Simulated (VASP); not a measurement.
# SiC (F-43m) in VASP: notebook

The runs below take SiC through G0W0 quasiparticle levels, band structure, with PBE.

Program: VASP 6.6.1. These are calculated values, not measurements. Logs are shortened: lines on timing, memory, paths and dates and some standing lists are left out, and cuts for length are marked.

**The experiment to reproduce.**

“Insight into the structural, elastic and electronic properties of a new orthorhombic 6O-SiC polytype”, 2020, pmc:7200658 quotes, for a bulk crystal of SiC: band gap 2.4 eV (indirect).

How close the calculation comes is told below.

### Step 1. Starting point

Symmetry: F-43m, No. 216, cubic system. Conventional cell: a = 4.379 Å, b = 4.379 Å, c = 4.379 Å, α = 90.00°, β = 90.00°, γ = 90.00°. Si (site symmetry -43m) is surrounded by 4 C at 1.90 Å. C (site symmetry -43m) is surrounded by 4 Si at 1.90 Å.

### Step 2. G0W0 quasiparticle levels, PBE

POSCAR reads:

```
SiC                                     
1.0
    0.0000000000      2.1897029319      2.1897029319
    2.1897029319      0.0000000000      2.1897029319
    2.1897029319      2.1897029319      0.0000000000
  Si              C             
     1     1
Direct
     0.0000000000000000    0.0000000000000000    0.0000000000000000
     0.2500000000000000    0.2500000000000000    0.2500000000000000
```

INCAR.step1 reads:

```
PREC = Accurate
ENCUT = 420
EDIFF = 1E-8
ISMEAR = 0
SIGMA = 0.01
LREAL = F
LASPH = T
NELM = 100
ALGO = Fast
LWAVE = T
LCHARG = F
GGA = PE
KPAR = 4
```

INCAR.step2 reads:

```
PREC = Accurate
ENCUT = 420
EDIFF = 1E-8
ISMEAR = 0
SIGMA = 0.01
LREAL = F
LASPH = T
NELM = 1
ALGO = Exact
LWAVE = T
LCHARG = F
GGA = PE
KPAR = 4
NBANDS = 144
LOPTICS = T
ISTART = 1
```

INCAR.step3 reads:

```
PREC = Accurate
ENCUT = 420
EDIFF = 1E-8
ISMEAR = 0
SIGMA = 0.01
LREAL = F
LASPH = T
ALGO = EVGW0
LWAVE = F
LCHARG = F
GGA = PE
KPAR = 4
NELMGW = 1
NBANDS = 144
ENCUTGW = 140
NOMEGA = 60
PRECFOCK = Fast
ISTART = 1
NBANDSGW = 12
```

KPOINTS reads:

```
Automatic mesh
0
Gamma
  8 8 8
```

Potentials or basis: VASP PAW PBE potentials, release 64 (Si_GW, C_GW).

Run with:

```
$ cat potpaw_PBE.64/Si_GW/POTCAR potpaw_PBE.64/C_GW/POTCAR > POTCAR
$ cp INCAR.step1 INCAR
$ mpirun -np 4 vasp_std > vasp.out
$ cp INCAR.step2 INCAR
$ mpirun -np 4 vasp_std > vasp.out
$ cp INCAR.step3 INCAR
$ mpirun -np 4 vasp_std > vasp.out
```

OUTCAR:

```text
PREC = Accurate
   ENCUT = 420
   EDIFF = 1E-8
   ISMEAR = 0
   LREAL = F
   LASPH = T
   GGA = PE
   NELMGW = 1
   ENCUTGW = 140
   PRECFOCK = Fast
   ISTART = 1

 ion  position               nearest neighbor table
   1  0.000  0.000  0.000-   2 1.90   2 1.90   2 1.90   2 1.90
   2  0.250  0.250  0.250-   1 1.90   1 1.90   1 1.90   1 1.90

  LATTYP: Found a face centered cubic cell.
 ALAT       =     4.3794058638

  Lattice vectors:

 A1 = (   0.0000000000,   2.1897029319,   2.1897029319)
 A2 = (   2.1897029319,   0.0000000000,   2.1897029319)
 A3 = (   2.1897029319,   2.1897029319,   0.0000000000)

Analysis of symmetry for initial positions (statically):
=====================================================================
 Subroutine PRICEL returns:
 Original cell was already a primitive cell.

 Routine SETGRP: Setting up the symmetry group for a
 face centered cubic supercell.

 Subroutine GETGRP returns: Found 24 space group operations
 (whereof 24 operations were pure point group operations)
 out of a pool of 48 trial point group operations.

The static configuration has the point symmetry T_d .

Analysis of symmetry for dynamics (positions and initial velocities):
=====================================================================
 Subroutine PRICEL returns:
 Original cell was already a primitive cell.

 Routine SETGRP: Setting up the symmetry group for a
 face centered cubic supercell.

 Subroutine GETGRP returns: Found 24 space group operations
 (whereof 24 operations were pure point group operations)
 out of a pool of 48 trial point group operations.

The dynamic configuration has the point symmetry T_d .

 Subroutine INISYM returns: Found 24 space group operations
 (whereof 24 operations are pure point group operations),
 and found     1 'primitive' translations

----------------------------------------------------------------------------------------

                                     Primitive cell

  volume of cell :      20.9984

  direct lattice vectors                    reciprocal lattice vectors
     0.000000000  2.189702932  2.189702932    -0.228341476  0.228341476  0.228341476
     2.189702932  0.000000000  2.189702932     0.228341476 -0.228341476  0.228341476
     2.189702932  2.189702932  0.000000000     0.228341476  0.228341476 -0.228341476

  length of vectors
     3.096707584  3.096707584  3.096707584     0.395499038  0.395499038  0.395499038

  position of ions in fractional coordinates (direct lattice)
     0.000000000  0.000000000  0.000000000
     0.250000000  0.250000000  0.250000000

  ion indices of the primitive-cell ions
   primitive index   ion index
                 1           1
                 2           2

----------------------------------------------------------------------------------------

 KPOINTS: Automatic mesh

Automatic generation of k-mesh.
 Grid dimensions read from file:
 generate k-points for:    8    8    8

 Generating k-lattice:

  Cartesian coordinates                     Fractional coordinates (reciprocal lattice)
    -0.028542685  0.028542685  0.028542685     0.125000000  0.000000000  0.000000000
     0.028542685 -0.028542685  0.028542685     0.000000000  0.125000000  0.000000000
     0.028542685  0.028542685 -0.028542685     0.000000000  0.000000000  0.125000000

  Length of vectors
     0.049437380  0.049437380  0.049437380

  Shift w.r.t. Gamma in fractional coordinates (k-lattice)
     0.000000000  0.000000000  0.000000000

 Subroutine IBZKPT returns following result:
 ===========================================

 Found     29 irreducible k-points:

 Following reciprocal coordinates:
            Coordinates               Weight
  0.000000  0.000000  0.000000      1.000000
  0.125000  0.000000  0.000000      8.000000
  0.250000  0.000000  0.000000      8.000000
  0.375000  0.000000  0.000000      8.000000
  0.500000  0.000000  0.000000      4.000000
  0.125000  0.125000  0.000000      6.000000
[... 16 lines left out ...]
  0.500000  0.250000  0.125000     48.000000
 -0.375000  0.250000  0.125000     24.000000
 [... further k-points ...]
   k-points           NKPTS =     29   k-points in BZ     NKDIM =    512   number of bands    NBANDS=    144
   number of dos      NEDOS =    301   number of ions     NIONS =      2
   total plane-waves  NPLWV =  13824
   dimension x,y,z NGX =    24 NGY =   24 NGZ =   24
   dimension x,y,z NGXF=    48 NGYF=   48 NGZF=   48
   ions per type =               1   1
   NGX,Y,Z   is equivalent  to a cutoff of  12.88, 12.88, 12.88 a.u.
   NGXF,Y,Z  is equivalent  to a cutoff of  25.77, 25.77, 25.77 a.u.
 SYSTEM =  unknown system
   PREC   = accura    normal or accurate (medium, high low for compatibility)
   ISTART =      1    job   : 0-new  1-cont  2-samecut
   ICHARG =      0    charge: 1-file 2-atom 10-const
   ISPIN  =      1    spin polarized calculation?
   LNONCOLLINEAR =      F non collinear calculations
   LSORBIT =      F    spin-orbit coupling
   LASPH  =      T    aspherical Exc in radial PAW
   ENCUT  =  420.0 eV  30.87 Ry    5.56 a.u.   5.17  5.17  5.17*2*pi/ulx,y,z
   NELM   =     60;   NELMIN=  2; NELMDL=  0     # of ELM steps
   EDIFF  = 0.1E-07   stopping-criterion for ELM
   LREAL  =      F    real-space projection
   EDIFFG = 0.1E-06   stopping-criterion for IOM
   NSW    =      0    number of steps for IOM
   IBRION =     -1    ionic relax: 0-MD 1-quasi-New 2-CG
   NFREE  =      0    steps in history (QN), initial steepest desc. (CG)
   ISIF   =      0    stress and relaxation
   ISYM   =      3    0-nonsym 1-usesym 2-fastsym
   POTIM  = 0.5000    time-step for ionic-motion
   TEBEG  =    0.0;   TEEND  =   0.0 temperature during run
   PSTRESS=    0.0 pullay stress
   NELECT =       8.0000    total number of electrons
   NUPDOWN=      -1.0000    fix difference up-down
   EMIN   =  10.00;   EMAX   =-10.00  energy-range for DOS
   EFERMI =   0.00;   METHOD = LEGACY
   ISMEAR =     0;   SIGMA  =   0.01  broadening in eV -4-tet -1-fermi 0-gaus
   EFERMI_NEDOS =   21; number of points for ismear=-14 and -15
   IALGO  =     38    algorithm
   IMIX   =      4    mixing-type and parameters
     AMIX     =   0.40;   BMIX     =  1.00
     AMIX_MAG =   1.60;   BMIX_MAG =  1.00
  volume/ion in A,a.u.               =      10.50        70.85
  Fermi-wavevector in a.u.,A,eV,Ry     =   1.186797  2.242720 19.163618  1.408486
  Thomas-Fermi vector in A             =   2.322962
   LORBIT       =      0    0 simple, 1 ext, 2 COOP (PROOUT), +10 PAW based schemes
   GGA     = PE    functional components
   LHFCALC =     T    Hartree Fock is set to
   PRECFOCK=fast      Normal, Fast or Accurate (Low or Medium for compatibility)
   ENCUT4O =  -1.0   cutoff for four orbital integrals eV
   NKREDX  =     1    reduce k-point grid by
   NKREDY  =     1    reduce k-point grid by
   NKREDZ  =     1    reduce k-point grid by
   AEXX    =    1.0000 exact exchange contribution
   HFSCREEN=    0.0000 screening length (either q_TF or 0.3 A-1)
   HFSCREENC=   0.0000 screening length for correlation (either q_TF or 0.3 A-1)
   ENCUTFOCK=  -1.0 apply spherical cutoff to Coloumb kernel
   IVDW    =     0    specifies the selected vdW correction
   LEPSILON=     F    determine dielectric tensor
   LRPA    =     F    only Hartree local field effects (RPA)
   LRPAFORCE           =     F    calculate RPA forces
   ENCUTGW             = 140.0    cutoff for response function in eV
   ENCUTGWSOFT         = 112.0    soft cutoff for Coulomb kernel in GW response function in eV
   ENCUTLF             =  -1.0    cutoff for local field effects
   NELMGW              =     1    number of iterations in solving QP/BSE equation
   NELMHF              =     1    number of iterations in the inner HF iteration
   NKREDLFX            =     1    NKREDLFY  =   1   NKREDLFZ  =   1
 non-spin polarized calculation
 Gauss-broadening in eV      SIGMA  =   0.01
  energy-cutoff  :      420.00
  volume of cell :       21.00
 maximum number of plane-waves:       419
 NGX is ok and might be reduce to    24
  NGX = 14; NGY = 14; NGZ = 14
   NGX = 11   NGY = 11   NGZ = 11
 maximum number of plane-waves:        84
 NGX is ok and might be reduce to    14

 QP shifts <psi_nk| G(iteration)W_0 |psi_nk>: iteration 1
 for sc-GW calculations column KS-energies equals QP-energies in previous step
 and V_xc(KS)=  KS-energies - (<T + V_ion + V_H > + <T+V_H+V_ion>^1  + <V_x>^1)

 k-point   1 :       0.0000    0.0000    0.0000
  band No.  KS-energies  QP-energies   sigma(KS)   V_xc(KS)     V^pw_x(r,r')   Z            occupation Imag(sigma)

      1      -7.6830      -8.7250     -14.1594     -12.7040     -21.6243       0.7159       2.0000       1.3433
      2       7.6158       6.9950     -15.5507     -14.7622     -17.3092       0.7872       2.0000       0.0550
      3       7.6158       6.9950     -15.5507     -14.7622     -17.3092       0.7872       2.0000       0.0550
      4       7.6158       6.9950     -15.5507     -14.7622     -17.3092       0.7872       2.0000       0.0550
      5      13.6634      14.1334     -12.5630     -13.1664      -7.4672       0.7789       0.0000      -0.0767
      6      14.8119      15.3263     -10.8521     -11.5023      -5.7602       0.7912       0.0000      -0.0770
      7      14.8119      15.3263     -10.8521     -11.5023      -5.7602       0.7912       0.0000      -0.0770
      8      14.8119      15.3263     -10.8521     -11.5023      -5.7602       0.7912       0.0000      -0.0770
      9      22.0214      22.5933     -10.6412     -11.3720      -4.4848       0.7826       0.0000      -0.2592
     10      22.0214      22.5933     -10.6412     -11.3720      -4.4848       0.7826       0.0000      -0.2592
     11      23.8444      24.0383      -9.5024      -9.7518      -2.9136       0.7777       0.0000      -0.4085
     12      24.7616      24.9521      -9.9683     -10.2157      -2.9401       0.7703       0.0000      -0.7175

 k-point   2 :       0.1250    0.0000    0.0000
  band No.  KS-energies  QP-energies   sigma(KS)   V_xc(KS)     V^pw_x(r,r')   Z            occupation Imag(sigma)
[... 353 lines left out ...]
      1      -3.5317      -4.4618     -15.2224     -13.9428     -21.6142       0.7269       2.0000       0.7615
      2      -0.1522      -1.0950     -13.4842     -12.2052     -17.7350       0.7371       2.0000       0.2965
      3       3.9262       3.0778     -14.4173     -13.3021     -17.2126       0.7607       2.0000       0.0883
      4       5.3753       4.5919     -14.5871     -13.5765     -16.8445       0.7751       2.0000       0.0628
      5      12.8266      13.2278     -10.9709     -11.4742      -6.2647       0.7970       0.0000      -0.0670
      6      14.7782      15.2499     -11.1323     -11.7298      -5.9781       0.7896       0.0000      -0.0825
      7      17.6310      18.2697     -11.8040     -12.6363      -5.8033       0.7674       0.0000      -0.1534
      8      18.4847      19.1363     -12.0783     -12.9330      -5.8688       0.7624       0.0000      -0.1857
      9      20.8809      21.3109     -10.7255     -11.2912      -3.9984       0.7601       0.0000      -0.3090
     10      23.6875      24.1300     -10.8988     -11.4781      -3.8327       0.7640       0.0000      -0.4856
     11      26.7510      27.0320     -10.2853     -10.6502      -3.1015       0.7700       0.0000      -0.6860
     12      28.7792      29.4142     -11.8452     -12.6847      -4.1677       0.7564       0.0000      -0.8572

 [... further k-points ...]
```

Run time: 4.3 min. Hardware: 4 MPI ranks of Intel Xeon Platinum 8488C (Sapphire Rapids), shared host; peak memory 1.1 GiB.

What came out:

```yaml
Band_gap_on_the_k_mesh_mean-field_level: 1.36 eV, indirect (least direct gap 4.52 eV)
Quasiparticle_gap: 2.16 eV
Least_direct_quasiparticle_gap: 5.55 eV
```

Caveat: bands, screening cutoff and mesh are small and nothing is extrapolated, so the quasiparticle values aren't converged.

### Step 3. Band structure, PBE

POSCAR is that of step 2.

INCAR.step1 reads:

```
SYSTEM = SiC
PREC = Accurate
ENCUT = 420
EDIFF = 1E-7
ISMEAR = 0
SIGMA = 0.02
LREAL = .FALSE.
LASPH = .TRUE.
NELM = 100
ALGO = Fast
ISIF = 2
LWAVE = .FALSE.
LCHARG = .TRUE.
GGA = PE
NBANDS = 11
KPAR = 4
```

KPOINTS.step1 reads:

```
regular mesh
0
G
  12 12 12
  0 0 0
```

INCAR.step2 reads:

```
SYSTEM = SiC
PREC = Accurate
ENCUT = 420
EDIFF = 1E-7
ISMEAR = 0
SIGMA = 0.05
LREAL = .FALSE.
LASPH = .TRUE.
NELM = 100
ALGO = Fast
ISIF = 2
LWAVE = .FALSE.
LCHARG = .FALSE.
GGA = PE
NBANDS = 11
KPAR = 4
ICHARG = 11
```

KPOINTS.step2 reads:

```
path GXWKGLUWLK,UX
15
line-mode
reciprocal
 0.0000000000  0.0000000000  0.0000000000  G
 0.5000000000  0.0000000000  0.5000000000  X

 0.5000000000  0.0000000000  0.5000000000  X
 0.5000000000  0.2500000000  0.7500000000  W

 0.5000000000  0.2500000000  0.7500000000  W
 0.3750000000  0.3750000000  0.7500000000  K

 0.3750000000  0.3750000000  0.7500000000  K
 0.0000000000  0.0000000000  0.0000000000  G

 0.0000000000  0.0000000000  0.0000000000  G
 0.5000000000  0.5000000000  0.5000000000  L

 0.5000000000  0.5000000000  0.5000000000  L
 0.6250000000  0.2500000000  0.6250000000  U

 0.6250000000  0.2500000000  0.6250000000  U
 0.5000000000  0.2500000000  0.7500000000  W

 0.5000000000  0.2500000000  0.7500000000  W
 0.5000000000  0.5000000000  0.5000000000  L

 0.5000000000  0.5000000000  0.5000000000  L
 0.3750000000  0.3750000000  0.7500000000  K

 0.6250000000  0.2500000000  0.6250000000  U
 0.5000000000  0.0000000000  0.5000000000  X
```

Potentials or basis: VASP PAW PBE potentials, release 64 (Si_GW, C_GW).

Run with:

```
$ cat potpaw_PBE.64/Si_GW/POTCAR potpaw_PBE.64/C_GW/POTCAR > POTCAR
$ cp INCAR.step1 INCAR
$ cp KPOINTS.step1 KPOINTS
$ mpirun -np 4 vasp_std > vasp.out
$ cp INCAR.step2 INCAR
$ cp KPOINTS.step2 KPOINTS
$ mpirun -np 4 vasp_std > vasp.out
```

Run time: 8.2 s. Hardware: 4 MPI ranks of Intel Xeon Platinum 8488C (Sapphire Rapids), shared host; peak memory 0.15 GiB.

The run converged. Its results:

```yaml
Band_gap_on_the_k_mesh: 1.36 eV, indirect (least direct gap 4.52 eV)
Band_gap_along_the_path: 1.37 eV, indirect (least direct gap 4.52 eV)
```

Levels at the corners of the path, in eV from the valence-band top:
```tsv
point	band 2	band 3	band 4	band 5	band 6	band 7
Γ	0.00	0.00	0.00	6.05	7.20	7.20
X	-7.75	-3.16	-3.16	1.37	4.26	13.85
X	-7.75	-3.16	-3.16	1.37	4.26	13.85
W	-7.00	-4.92	-4.63	5.19	9.29	9.32
W	-7.00	-4.92	-4.63	5.19	9.29	9.32
K	-7.24	-5.47	-2.57	3.09	7.68	11.71
K	-7.24	-5.47	-2.57	3.09	7.68	11.71
Γ	0.00	0.00	0.00	6.05	7.20	7.20
Γ	0.00	0.00	0.00	6.05	7.20	7.20
L	-8.46	-1.05	-1.05	5.29	7.16	7.16
L	-8.46	-1.05	-1.05	5.29	7.16	7.16
U	-7.24	-5.47	-2.57	3.09	7.68	11.71
U	-7.24	-5.47	-2.57	3.09	7.68	11.71
W	-7.00	-4.92	-4.63	5.19	9.29	9.32
W	-7.00	-4.92	-4.63	5.19	9.29	9.32
L	-8.46	-1.05	-1.05	5.29	7.16	7.16
L	-8.46	-1.05	-1.05	5.29	7.16	7.16
K	-7.24	-5.47	-2.57	3.09	7.68	11.71
U	-7.24	-5.47	-2.57	3.09	7.68	11.71
X	-7.75	-3.16	-3.16	1.37	4.26	13.85
```

Caveat: the log is that of the step along the path at fixed density, whose energy, stress, charges and moments have no meaning.

### Step 4. Against experiment

Step 2. A measured gap of SiC is 2.4 eV (indirect; quoted in “Insight into the structural, elastic and electronic properties of a new orthorhombic 6O-SiC polytype”, 2020, pmc:7200658); the calculated 2.16 eV misses it by -0.24 eV. The value is that of G0W0 on PBE, without temperature or zero-point motion.

Step 3. A measured gap of SiC is 2.4 eV (indirect; quoted in “Insight into the structural, elastic and electronic properties of a new orthorhombic 6O-SiC polytype”, 2020, pmc:7200658); the calculated 1.37 eV misses it by -1.03 eV. The value is that of PBE, without temperature or zero-point motion. Semilocal functionals fall short of measured gaps as a rule.
